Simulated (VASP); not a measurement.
Mg (hcp): the cohesive energy from VASP (plane waves, PAW) at several levels of theory. Atoms are spin-polarised in a large box without symmetry, with the spin fixed by Hund's rule, and may not be in the lowest state of each functional; no zero-point energy is added.

```
level   cohesive energy (eV/atom)  error against measurement
------  -------------------------  -------------------------
LDA                          1.81                    +19.6 %
PBE                          1.50                     -0.6 %
r2SCAN                       1.71                    +13.1 %
```

Measured: 1.51 eV/atom at 0 K (as given by Kittel, Introduction to Solid State Physics (2005); 0 K, 1 atm; zero-point vibration energy not added).

The cell of the LDA run:

```xyz
2
Lattice="1.5636 -2.7082 0.0000 1.5636 2.7082 0.0000 0.0000 0.0000 5.0582" Properties=species:S:1:pos:R:3 pbc="T T T"
Mg     1.5636     0.9027     1.2645
Mg     1.5636    -0.9027     3.7936
```

Only levels that ran to the end are used. Left out are those held back, those with too coarse a band path, GW runs whose mesh misses a band edge, hybrids' fits of cells that aren't cubic and levels without matching references; a question may draw on a part of the rest.

The compound is Mg in the hcp structure.
